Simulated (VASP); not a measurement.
Here is the system:

```
CELL_PARAMETERS angstrom
      1.67400    -5.13984     0.00000
      1.67400     5.13984     0.00000
      0.00000     0.00000     4.22540
ATOMIC_POSITIONS crystal
  P  0.10625 0.89375 0.92701
  P  0.39375 0.60625 0.42701
  P  0.60625 0.39375 0.57299
  P  0.89375 0.10625 0.07299
```

Computed with PBE GGA with D4 dispersion, VASP's PBE PAW potentials (set 64) (plane waves; VASP). Run with 520 eV cut-off, 10×10×7 Γ-centred mesh, first-order Methfessel-Paxton smearing of 0.10 eV, potentials P.

The ions and cell shape at fixed volume are relaxed. What does this cell relax into?

```
CELL_PARAMETERS angstrom
      1.65761    -5.16531     0.00000
      1.65761     5.16531     0.00000
      0.00000     0.00000     4.24613
ATOMIC_POSITIONS crystal
  P  0.10442 0.89558 0.92453
  P  0.39558 0.60442 0.42453
  P  0.60442 0.39558 0.57547
  P  0.89558 0.10442 0.07547
```
Space group Cmce (64), at a tolerance of 0.03 Å.

How much energy does the relaxation gain?

The energy (σ→0) changes by -3.0 meV/atom, in 7 ionic steps.

The compound is P in the black structure. This cell is one point of a volume scan, at 1.03 of the reference volume. Symmetry was kept, so distortions that lower it aren't found.
